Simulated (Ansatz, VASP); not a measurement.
# Ti2NO2: VASP beside Ansatz

Aim: how closely do two programs agree when they are given the same cell, functional and k mesh? The structure shown is the start of the Ansatz relaxation below; VASP solves that cell, so the two are compared at the walk's first step.

Calculated with Ansatz 0.2.0; plane waves, with VASP 6.6.1 beside it; single point at PBEsol.

### Step 1. Starting point

The cell holds 5 atoms: 1 N, 2 Ti and 2 O. Cell: a = 2.963 Å, b = 2.963 Å, c = 32.600 Å, α = 90.0°, β = 90.0°, γ = 120.0°. It derives from Ti2NO2. Vacuum lies along c.

Structure file:

```
N Ti O
1.0
     2.96320    0.00000    0.00000
    -1.48160    2.56621    0.00000
     0.00000    0.00000   32.60000
N Ti O
1 2 2
Direct
  0.00000 0.00000 0.30675
  0.34892 0.67446 0.34517
  0.65108 0.32554 0.26833
  0.65825 0.32912 0.37414
  0.34175 0.67088 0.23936
```

### Step 2. Ansatz: relaxation, PBEsol

Ansatz runs on its default PAW (the set named soft_2) files.

The two programs are compared at the cell with which this relaxation starts, whose forces are those of its first step.

input.yaml reads:

```yaml
crystal:
  lattice:
    - [2.9632054967, 0.0, 0.0]
    - [-1.4816027483, 2.5662112368, 0.0]
    - [0.0, 0.0, 32.6]
  atoms:
    - { symbol: "N", position: [0.0, 0.0, 0.3067484663] }
    - { symbol: Ti, position: [0.3489205147, 0.6744602574, 0.3451694376] }
    - { symbol: Ti, position: [0.6510794853, 0.3255397426, 0.268327495] }
    - { symbol: O, position: [0.658248064, 0.329124032, 0.3741379491] }
    - { symbol: O, position: [0.341751936, 0.670875968, 0.2393589835] }
  periodic: [true, true, false]
kpoints:
  mp_grid: { grid: [18, 18, 1] }
hamiltonian:
  xc: pbesol
scf:
  occupations: { method: methfessel_paxton, width: 0.15 }
output:
  forces: true
  stress: true
  eigenvalues: true
  write_density: true
  write_potential: true
  elf: true
  volumetric_format: npy
relax:
  adjacent_minimum: "off"
  f_tol: 0.002
  max_steps: 120
  cell: { stress_2d_tol: 0.005 }
```

The run is started by

```console
$ ansatz run input.yaml --threads 8 --pin off --max-ram 14336MiB --backend cpu --events-out ev --progress --plain --runs-dir out
```

Numbers of over 12 decimals in the logs are rounded to 6 here.

Log:

```text
Engine: ansatz 0.2.0, aarch64-unknown-linux-gnu
Pseudopotentials: kind: paw
Pseudopotential: N, paw, valence charge 5, recommended cutoff 420 eV (normal), N.paw.azcp
Pseudopotential: Ti, paw, valence charge 12, recommended cutoff 420 eV (normal), Ti.paw.azcp
Pseudopotential: O, paw, valence charge 6, recommended cutoff 420 eV (normal), O.paw.azcp
Functional definition: PBEsol
  exchange = pbesol_x
  correlation = pbesol_c
Crystal: 5 atoms, lattice volume = 247.897 Å³
Basis set: ecut = 420 eV, 4729 PW (Γ), exchange–correlation on 40×40×450 points (8 copies of the dense FFT grid, shifted against one another)
Bands: 26, of which v1, the nominal top of the filled ones, is band 21 counted from 1 (20 counted from 0)
Symmetry: 4 space group operations
Space group: C2/m (ITA 12), of the structure as read, at distance tolerance 6.3e-5 Å
k-points: 91 of 324
Non-local potential: N, projectors of the file, l = 0: 2, l = 1: 2, l = 2: 1
Non-local potential: Ti, projectors of the file, l = 0: 3, l = 1: 2, l = 2: 3, l = 3: 1
Non-local potential: O, projectors of the file, l = 0: 2, l = 1: 2, l = 2: 1
PAW form: soft (Blöchl's): semilocal exchange-correlation on the pseudo side does not see the compensation charge
PAW frozen core: N, regenerated for the run's functional, and the local potential with it (the file was generated under x = pbe(κ = 0.804, μ = 0.219515), c = pbe(β = 0.066725))
PAW frozen core: Ti, regenerated for the run's functional, and the local potential with it (the file was generated under x = pbe(κ = 0.804, μ = 0.219515), c = pbe(β = 0.066725))
PAW frozen core: O, regenerated for the run's functional, and the local potential with it (the file was generated under x = pbe(κ = 0.804, μ = 0.219515), c = pbe(β = 0.066725))
PAW one-centre angular grid: N, 110 points (default); XC on 64 Gauss nodes
PAW one-centre angular grid: Ti, 590 points (default); XC on 64 Gauss nodes
PAW one-centre angular grid: O, 110 points (default); XC on 64 Gauss nodes
Initial density: superposition of atomic densities (neutral atoms: chi_scale 0, normalization atom), corrected by the library's trained network
Initial wavefunctions: pseudopotential atomic-orbital guess
Functional: x = pbesol(κ = 0.804, μ = 0.123457), c = pbesol(β = 0.046)
SCF iter   1: F=—  HF=-6455.482634 eV  |F-HF|=—  |Δ(HF+E_count)|=         —  Δρ=7.77e-3  dr2=1.63e-1  ethr=1.77e-3  ⟨swp⟩=9.9  Hψ=16027  notcnv=0
preconditioner: auto → LDOS  [metal: Δε(μ)=0.007 eV  Ē_g=9.225 eV  σ=0.150 eV  W_gap=0.04  n_scr=20 (ndim 8)  ℏωp=11.8 eV  f_vac=0.779  D(μ)=2.78/eV (n_scr^D=14)  β→1.0]
SCF iter   2: F=—  HF=-6455.467554 eV  |F-HF|=—  |Δ(HF+E_count)|=   1.51e-2  S|Δr|=    0.00e0  Δρ=6.50e-3  dr2=9.50e-2  ethr=3.98e-4  ⟨swp⟩=3.4  Hψ=5955  notcnv=0  defer=72
SCF iter   3: F=—  HF=-6455.447367 eV  |F-HF|=—  |Δ(HF+E_count)|=   2.02e-2  S|Δr|=    0.00e0  Δρ=6.40e-4  dr2=1.13e-3  ethr=2.32e-4  ⟨swp⟩=2.6  Hψ=3884  notcnv=0  defer=72
SCF iter   4: F=—  HF=-6455.447308 eV  |F-HF|=—  |Δ(HF+E_count)|=   5.92e-5  S|Δr|=    0.00e0  Δρ=1.80e-4  dr2=4.71e-5  ethr=2.76e-6  ⟨swp⟩=3.8  Hψ=5557  notcnv=0  defer=72
SCF iter   5: F=—  HF=-6455.447319 eV  |F-HF|=—  |Δ(HF+E_count)|=   1.08e-5  S|Δr|=    0.00e0  Δρ=4.39e-5  dr2=3.02e-6  ethr=1.15e-7  ⟨swp⟩=3.1  Hψ=5238  notcnv=0  defer=14
SCF iter   6: F=—  HF=-6455.447324 eV  |F-HF|=—  |Δ(HF+E_count)|=   5.13e-6  S|Δr|=    0.00e0  Δρ=1.24e-5  dr2=2.04e-7  ethr=7.36e-9  ⟨swp⟩=3.3  Hψ=5243  notcnv=0  defer=14
SCF iter   7: F=-6455.447325 eV  HF=-6455.447325 eV  |F-HF|=1.17e-7  |Δ(HF+E_count)|=   8.18e-7  S|Δr|=    0.00e0  Δρ=2.13e-6  dr2=5.82e-9  ethr=2.44e-10  ⟨swp⟩=24.5  Hψ=28883  notcnv=0
SCF 1 converged in 7 iterations: F = -6455.447325 eV  dr2 = 5.82e-9
  greatest PAW one-centre occupation: 0.999 electrons in one spin orbital (limit 2), on the Ti atom at site 2 (counted from 0), in its partial waves of l = 0
relax step   1: F+E_penalty+E_count = -6455.44732482 eV  Δ(F+E_penalty+E_count) = +0.000e0 eV  max|allowed force component| = 5.765e-2 eV/Å  Δτ_max = 0.0000 Å  P = +0.349 N/m  Ω = 247.897 Å³  fix = [c, alpha, beta]  reactions: c +0.000 N/m; beta +0.000 N/m/rad  (7 SCF iters, dr2 threshold 1.00e-7 eV, accepted)
[...]
relax step  12: F+E_penalty+E_count = -6455.45238912 eV  Δ(F+E_penalty+E_count) = -8.116e-6 eV  max|allowed force component| = 9.356e-5 eV/Å  Δτ_max = 0.0001 Å  P = +0.000 N/m  Ω = 249.791 Å³  energy of the carried Pulay correction = -7.002e-5 eV  fix = [c, alpha, beta]  reactions: c +0.000 N/m; beta -0.000 N/m/rad  (5 SCF iters, dr2 threshold 6.13e-11 eV, accepted)
[...]
relax step  13: F+E_penalty+E_count = -6455.45245907 eV  Δ(F+E_penalty+E_count) = -6.995e-5 eV  max|allowed force component| = 9.642e-5 eV/Å  Δτ_max = 0.0000 Å  P = +0.001 N/m  Ω = 249.791 Å³  fix = [c, alpha, beta]  reactions: c +0.000 N/m; beta +0.000 N/m/rad  stress off target by 1.59e-3 N/m on what of the cell is left free  SCF on the basis re-selected at this cell (its energy is not comparable with the rows above)  (7 SCF iters)
basis re-selected at this cell: Δ(F+E_penalty+E_count) = -6.995e-5 eV, ΔP = +0.001 N/m vs the last step (what re-selecting the basis moved, of the pressure what is left beyond the Pulay correction that the steps carried, after the strain that the cell walked since its last selection, with what the two solves' SCF thresholds leave and, on support functions, any second-order correction that the steps lacked; it is no m [...]
WARN: The output density's exchange-correlation potential varies sharply where the density is thin. Do not read a vacuum level from v_tot or v_xc, or from such a field of the output density. On a cell that repeats whose density bears no net charge and no dipole along the vacuum's axis use v_es (v_loc + v_h of the components); under efield.dipole_correction with no amplitude use v_es + v_field, which holds any externa [...]
SCF converged after 7 iterations
Stability not checked: this state was not tested for a lower state beside it, because cold or Methfessel-Paxton smearing, or corrected tetrahedra, fill the levels in a way that the test cannot read (fill_not_monotonic; see scf.lower_state_search)
Free energy (F): -6455.452459 eV
Harris-Foulkes:  -6455.452459 eV  (|F-HF|=1.46e-10)
Internal energy: -6455.451797 eV  (E = F + TS)
E sigma→0 (E₀):  -6455.452294 eV
Entropy (-TS):   -0.000662 eV (-0.132 meV/atom)
Fermi energy:    -5.609510 eV
--- Per-component energies (eV) ---
  E_band       = -1070.030744
  E_kinetic    = 1029.034793
  E_local      = -127841.257174  (includes V_loc(G=0)·N_el)
  E_nonlocal   = 153.868369
  E_hartree    = 63262.681418
  E_xc         = -402.015224
  E_vxc        = -510.514574  (∫ρ·V_xc dr)
  E_paw        = -2468.946490  (= ΣΔE_a)
  E_vpaw       = -426.530179  (= ΣTr[D̂ρ^β])
  E_aug_tail   = 0.005174  (compensation charges beyond the density's cutoff)
  E_ewald      = 59810.799893
  E_core_change = 0.377443  (= ΣΔE_core)
  E_smearing   = -0.000662  (= −TS)
  E_closure    = -0.000000  (closes the sum)
  Σ components = -6455.452459   (vs F -6455.452459, Δ=0.00e0)
--- Forces (eV/Å), atoms counted from 1 ---
  atom   1  N     -0.00000000     0.00000000     0.00000000
  atom   2  Ti    -0.00007524    -0.00004344    -0.00009642
  atom   3  Ti     0.00007524     0.00004344     0.00009642
  atom   4  O     -0.00002148    -0.00001240    -0.00001113
  atom   5  O      0.00002148     0.00001240     0.00001113
  max |Σ_I F_I| component: 1.52e-20 eV/Å
--- 2D stress c σ (N/m, compression-positive) ---
        0.000979      -0.000355      -0.000000
       -0.000355       0.001390       0.000000
       -0.000000       0.000000       0.000000
  P = ½ c Tr σ = 0.0012 N/m
--- Band table (eV; the first three rows and the last of 91) ---
  k-point 0: bands = [... 17 lower, -8.5034, -8.1038, -7.9604, -5.7482, -5.4061, -4.8292, -4.5868, -4.4145, ... 1 higher]
  k-point 1: bands = [... 17 lower, -8.4588, -8.2310, -8.1465, -5.6771, -5.3772, -4.8441, -4.4860, -4.3859, ... 1 higher]
  k-point 2: bands = [... 17 lower, -8.8447, -8.4971, -8.1945, -5.6799, -5.2514, -4.7009, -4.4488, -4.1884, ... 1 higher]
  k-point 90: bands = [... 17 lower, -10.2726, -9.1397, -9.1227, -5.6621, -4.4009, -3.8725, -3.6754, -3.6402, ... 1 higher]
--- Relaxed structure (11 steps of the walk, 10 accepted, 2 SCFs on fresh bases) ---
  F+E_penalty+E_count = -6455.45245907 eV   max|allowed force component| = 9.642e-5 eV/Å   (the final SCF, on the basis selected at the relaxed cell)
  cell:  # Å, volume = 249.7910 Å³
    - [2.969011, -0.00954599, 0]
    - [-1.492773, 2.585558, 0]
    - [0, 0, 32.6]
  atoms:
    - { symbol: N, position: [0, 1.0126590691038798e-19, 0.306748] }
    - { symbol: Ti, position: [0.363316, 0.681658, 0.345263] }
    - { symbol: Ti, position: [0.636684, 0.318342, 0.268234] }
    - { symbol: O, position: [0.653630, 0.326815, 0.373781] }
    - { symbol: O, position: [0.346370, 0.673185, 0.239716] }
```

### Step 3. VASP: single point, PBEsol, start cell, pair 1

The same cell, functional, mesh and smearing now go to VASP, with its own data sets.

Lines of VASP's logs that name or quote its potential files are left out, and so is its time.

INCAR reads:

```
SYSTEM = Ti2NO2
PREC = Accurate
ENCUT = 520
EDIFF = 1E-06
NELM = 120
ISMEAR = 1
SIGMA = 0.15
LREAL = .FALSE.
ALGO = Normal
GGA = PS
NBANDS = 26
LASPH = .TRUE.
LORBIT = 11
LWAVE = .FALSE.
LCHARG = .FALSE.
ISIF = 2
LDIPOL = .TRUE.
IDIPOL = 3
DIPOL = 0.5 0.5 0.307
LVHAR = .TRUE.
GGA_COMPAT = .FALSE.
NELMDL = -8
KPAR = 2
```

POSCAR reads:

```
Ti2NO2
1.0
    2.9632050000      0.0000000000      0.0000000000
   -1.4816030000      2.5662110000      0.0000000000
    0.0000000000      0.0000000000     32.6000000000
N Ti O
1 2 2
Direct
    0.0000000000      0.0000000000      0.3067484663
    0.3489205604      0.6744601282      0.3451694479
    0.6510797770      0.3255398718      0.2683274847
    0.6582481873      0.3291241445      0.3741379448
    0.3417521502      0.6708758555      0.2393589877
```

KPOINTS reads:

```
Automatic mesh
0
Gamma
18 18 1
0 0 0
```

PAW data sets: N, Ti_sv and O (PBE family, release 64).

The run is started by

```console
$ mpirun -np 2 vasp_std
```

Log:

```text
[banner, memory and clock lines left out]
running    2 mpi-ranks, on    1 nodes
 distrk:  each k-point on    1 cores,    2 groups
 distr:  one band on    1 cores,    1 groups

 POSCAR found type information on POSCAR N TiO
 POSCAR found :  3 types and       5 ions
|                                                                             |
|               ----> ADVICE to this user running VASP <----                  |
|                                                                             |
|     You enforced a specific xc type in the INCAR file but a different       |
|     [... a line on the potential file left out ...]
|     I HOPE YOU KNOW WHAT YOU ARE DOING!                                     |
|                                                                             |

 LDA part: xc-table for (Slater+PW92), standard interpolation
 POSCAR, INCAR and KPOINTS ok, starting setup
 FFT: planning ... GRIDC
 FFT: planning ... GRID_SOFT
 FFT: planning ... GRID
 WAVECAR not read
 entering main loop
       N       E                     dE             d eps       ncg     rms          rms(c)
DAV:   1     0.483470221547E+03    0.48347E+03   -0.20680E+04  5708   0.136E+03
DAV:   2     0.191855276809E+02   -0.46428E+03   -0.45716E+03  6142   0.409E+02
DAV:   3    -0.540243824218E+02   -0.73210E+02   -0.72492E+02  6740   0.164E+02
DAV:   4    -0.601895396178E+02   -0.61652E+01   -0.61585E+01  7798   0.446E+01
DAV:   5    -0.605948533529E+02   -0.40531E+00   -0.40529E+00  6780   0.829E+00
DAV:   6    -0.606064278507E+02   -0.11574E-01   -0.11574E-01  7478   0.174E+00
DAV:   7    -0.606069198813E+02   -0.49203E-03   -0.49203E-03  6860   0.256E-01
DAV:   8    -0.606069267255E+02   -0.68442E-05   -0.68441E-05  7532   0.400E-02    0.290E+01
DAV:   9    -0.492447628216E+02    0.11362E+02   -0.98389E+01  6036   0.884E+01    0.120E+01
DAV:  10    -0.485956047576E+02    0.64916E+00   -0.22188E+01  6190   0.355E+01    0.830E+00
DAV:  11    -0.483749199936E+02    0.22068E+00   -0.53692E+00  6298   0.200E+01    0.323E+00
DAV:  12    -0.482438729852E+02    0.13105E+00   -0.10265E+00  6720   0.809E+00    0.975E-01
DAV:  13    -0.482496829896E+02   -0.58100E-02   -0.12993E-01  6334   0.317E+00    0.713E-01
DAV:  14    -0.482443702487E+02    0.53127E-02   -0.23254E-02  6286   0.114E+00    0.215E-01
[...]
DAV:  20    -0.482448090618E+02   -0.20955E-03   -0.18239E-05  4950   0.279E-02    0.788E-03
DAV:  21    -0.482448863753E+02   -0.77313E-04   -0.69140E-06  4458   0.153E-02    0.477E-03
DAV:  22    -0.482449580762E+02   -0.71701E-04   -0.80279E-06  4486   0.219E-02    0.534E-03
DAV:  23    -0.482449797040E+02   -0.21628E-04   -0.20206E-06  3590   0.117E-02    0.105E-03
DAV:  24    -0.482449901410E+02   -0.10437E-04   -0.73184E-07  2602   0.600E-03    0.153E-03
DAV:  25    -0.482449969471E+02   -0.68061E-05   -0.52610E-07  2842   0.552E-03    0.415E-04
DAV:  26    -0.482449983931E+02   -0.14460E-05   -0.92921E-08  2366   0.175E-03    0.281E-04
DAV:  28    -0.482450006520E+02   -0.59729E-06   -0.25610E-08  2366   0.105E-03
   1 F= -.48245001E+02 E0= -.48244671E+02  d E =-.987683E-03
```

From OUTCAR (step 3):

```text
ion  position               nearest neighbor table
   1  0.000  0.000  0.307-   2 2.09   3 2.09   3 2.14   3 2.14   2 2.14   2 2.14
   2  0.349  0.674  0.345-   4 1.93   4 1.93   4 2.01   1 2.09   1 2.14   1 2.14
   3  0.651  0.326  0.268-   5 1.93   5 1.93   5 2.01   1 2.09   1 2.14   1 2.14
   4  0.658  0.329  0.374-   2 1.93   2 1.93   2 2.01
   5  0.342  0.671  0.239-   3 1.93   3 1.93   3 2.01

  LATTYP: Found a hexagonal cell.
 ALAT       =     2.9632050000
 C/A-ratio  =    11.0016013067

 Subroutine GETGRP returns: Found  4 space group operations
 (whereof  2 operations were pure point group operations)

The static configuration has the point symmetry C_1h.
 The point group associated with its full space group is C_2h.

 Found     91 irreducible k-points:

   k-points           NKPTS =     91   k-points in BZ     NKDIM =     91   number of bands    NBANDS=     26

   dimension x,y,z NGX =    24 NGY =   24 NGZ =  250
   dimension x,y,z NGXF=    48 NGYF=   48 NGZF=  500

   ENCUT  =  520.0 eV  38.22 Ry    6.18 a.u.   5.51  5.51 60.61*2*pi/ulx,y,z

   NELECT =      41.0000    total number of electrons

 k-points in reciprocal lattice and weights: Automatic mesh
   0.00000000  0.00000000  0.00000000       0.003
   0.05555556  0.00000000  0.00000000       0.006
   0.00000000  0.05555556  0.00000000       0.012
   0.11111111  0.00000000  0.00000000       0.006
   0.00000000  0.11111111  0.00000000       0.012
   0.16666667  0.00000000  0.00000000       0.006
   0.00000000  0.16666667  0.00000000       0.012
   0.22222222 -0.00000000  0.00000000       0.006
   0.00000000  0.22222222  0.00000000       0.012
[...]
0.38888889  0.33333333  0.00000000       0.012
   0.33333333  0.33333333  0.00000000       0.006

 dipolmoment           0.000000      0.000000      0.000003 electrons x Angstroem

 average (electrostatic) potential at core
       1 -72.3511       2 -84.8338       3 -84.8339       4 -78.9808       5 -78.9809

 E-fermi :  -2.9524

 k-point     1 :       0.0000    0.0000    0.0000
  band No.  band energies     occupation
    ...
     17      -7.8822      2.00000
     18      -5.7747      2.00000
     19      -5.3045      2.00000
     20      -5.2034      2.00000
     21      -3.0010      1.51750
     22      -2.8313      0.01610
     23      -2.1416     -0.00000
     24      -1.9376     -0.00000
     25      -1.8533     -0.00000
     26      -0.6215     -0.00000

 k-point     2 :       0.0556    0.0000    0.0000
  band No.  band energies     occupation
    ...
     16      -8.0036      2.00000
     17      -7.9238      2.00000
     18      -5.6778      2.00000
     19      -5.5467      2.00000
     20      -5.3218      2.00000
     21      -2.8841      0.31100
     22      -2.7373     -0.06093
     23      -2.2592     -0.00000
     24      -1.9120     -0.00000
     25      -1.7288     -0.00000
    ...

 k-point     3 :       0.0000    0.0556    0.0000
  band No.  band energies     occupation
    ...
     17      -7.8743      2.00000
     18      -5.6992      2.00000
     19      -5.4795      2.00000
     20      -5.3844      2.00000
     21      -2.9273      0.72124
     22      -2.7443     -0.06446
     23      -2.2248     -0.00000
     24      -1.8801     -0.00000
     25      -1.7528     -0.00000
     26      -0.6539     -0.00000

  Total        0.3293668      0.5064749      0.0719662     -0.1533802      0.0620893      0.1075409
  in kB        2.1287211      3.2733834      0.4651229     -0.9913072      0.4012877      0.6950446
  external PRESSURE =       1.9557424 kB  Pullay stress =       0.0000000 kB

  energy-cutoff  :      520.00
  volume of cell :      247.90
      direct lattice vectors                 reciprocal lattice vectors
     2.963205000  0.000000000  0.000000000     0.337472433  0.194839851  0.000000000
    -1.481603000  2.566211000  0.000000000     0.000000000  0.389679570  0.000000000
     0.000000000  0.000000000 32.600000000     0.000000000  0.000000000  0.030674847

 POSITION                                       TOTAL-FORCE (eV/Angst)
 -----------------------------------------------------------------------------------
      0.00000      0.00000     10.00000         0.000000      0.000000      0.000000
      0.03464      1.73081     11.25252         0.051532      0.029752      0.031918
      1.44696      0.83540      8.74748        -0.051532     -0.029752     -0.031918
      1.46289      0.84460     12.19690        -0.004748     -0.002741      0.014136
      0.01871      1.72161      7.80310         0.004748      0.002741     -0.014136
 -----------------------------------------------------------------------------------
    total drift:                               -0.002794     -0.000026      0.000201

  FREE ENERGIE OF THE ION-ELECTRON SYSTEM (eV)
  ---------------------------------------------------
  free  energy   TOTEN  =       -48.2450006520 eV

  energy  without entropy=      -48.2440129691  energy(sigma->0) =      -48.24467142

 vacuum level on the upper side and lower side of the slab         2.866         2.865

 total charge
# of ion       s       p       d       tot
------------------------------------------
    1        1.244   2.506   0.000   3.750
    2        2.210   6.274   1.911  10.395
    3        2.210   6.274   1.911  10.395
    4        1.574   3.450   0.000   5.024
    5        1.574   3.450   0.000   5.024
--------------------------------------------------
tot          8.812  21.954   3.821  34.586

[... 3 further parts left out ...]
```

This run has no spin polarisation, so a moment on Ti, if there is one, isn't seen. Its electron count is odd, so without a moment it is a metal by construction.

### Step 4. Differences

Known differences besides the potentials themselves: Ansatz cuts the interaction across the vacuum, VASP repeats the sheet with a dipole correction; the cutoff is 420 eV in Ansatz and 520 eV in VASP; Ansatz makes its cores anew for this functional, VASP keeps those of its PBE data sets. Total energies have different zeros and are not compared.

Forces (eV/Å; atoms numbered as in POSCAR):

| atom | Ansatz x, y, z | VASP x, y, z |
| --- | --- | --- |
| N1 | 0.000, 0.000, 0.000 | 0.000, 0.000, 0.000 |
| Ti2 | 0.058, 0.033, 0.057 | 0.052, 0.030, 0.032 |
| Ti3 | -0.058, -0.033, -0.057 | -0.052, -0.030, -0.032 |
| O4 | -0.011, -0.006, -0.042 | -0.005, -0.003, 0.014 |
| O5 | 0.011, 0.006, 0.042 | 0.005, 0.003, -0.014 |

The forces differ by 23 meV/Å r.m.s., which is 89.8 % of the r.m.s. force of 0.025 eV/Å (both taken over all components). With vacuum in the cell, a pressure given here is an average over mostly empty space and none of the material.

[end of part 1 of 2]

[Lines on the potential files, build, host, timing and source positions are cut from VASP's logs without a mark.]

[Logs are printed without paths, hosts, clocks, repeated set-up lines and the standing remarks that a program may print on its own settings, such as how far it seeks lower states.]

[Hosts, paths, dates, database ids (printed as entryN), source tags and the programs' standing remarks are cut or masked in the printed files.]
